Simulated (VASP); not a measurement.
OSZICAR of a VASP run on SrO (rock salt):

File OSZICAR:
```
       N       E                     dE             d eps       ncg     rms          rms(c)
DAV:   1     0.125029234775E+03    0.12503E+03   -0.82349E+03   384   0.126E+03
DAV:   2    -0.145194351210E+02   -0.13955E+03   -0.12545E+03   636   0.391E+02
DAV:   3    -0.203924551095E+02   -0.58730E+01   -0.58091E+01   524   0.772E+01
DAV:   4    -0.205050456124E+02   -0.11259E+00   -0.11245E+00   536   0.132E+01
DAV:   5    -0.205076165178E+02   -0.25709E-02   -0.25706E-02   536   0.151E+00    0.129E+01
DAV:   6    -0.170162181221E+02    0.34914E+01   -0.15531E+01   576   0.475E+01    0.221E+01
DAV:   7    -0.168614695956E+02    0.15475E+00   -0.60810E-01   576   0.937E+00    0.767E+00
DAV:   8    -0.168070042531E+02    0.54465E-01   -0.11854E-01   496   0.578E+00    0.289E+00
DAV:   9    -0.168028490196E+02    0.41552E-02   -0.27045E-02   556   0.266E+00    0.512E-01
DAV:  10    -0.168032962070E+02   -0.44719E-03   -0.21186E-03   456   0.552E-01    0.209E-01
DAV:  11    -0.168033525924E+02   -0.56385E-04   -0.29358E-04   544   0.224E-01    0.520E-02
DAV:  12    -0.168033529108E+02   -0.31837E-06   -0.34374E-05   464   0.672E-02    0.341E-02
DAV:  13    -0.168033530933E+02   -0.18250E-06   -0.37650E-06   512   0.256E-02    0.764E-03
DAV:  14    -0.168033530917E+02    0.15616E-08   -0.18618E-06   584   0.141E-02    0.318E-03
DAV:  15    -0.168033531425E+02   -0.50752E-07   -0.18979E-07   620   0.635E-03    0.390E-03
DAV:  16    -0.168033531605E+02   -0.17957E-07   -0.45530E-08   588   0.250E-03    0.163E-03
DAV:  17    -0.168033531701E+02   -0.96295E-08   -0.76869E-09   300   0.149E-03
   1 F= -.16803353E+02 E0= -.16803353E+02  d E =-.506502E-98
```

Problem. Which electronic solver shows in the log?

Solution. It is blocked Davidson (ALGO = Normal, or the opening steps of other solvers). The INCAR had ALGO = Normal.

Problem. Can the final energy be trusted as converged?

Solution. The calculation finished and met its thresholds. It stopped with EDIFF = 1E-8, NELM = 100 (PBE GGA, plane waves, VASP's PBE PAW potentials (set 64)).

The compound is SrO in the rock salt structure. The cell was not relaxed at this level.
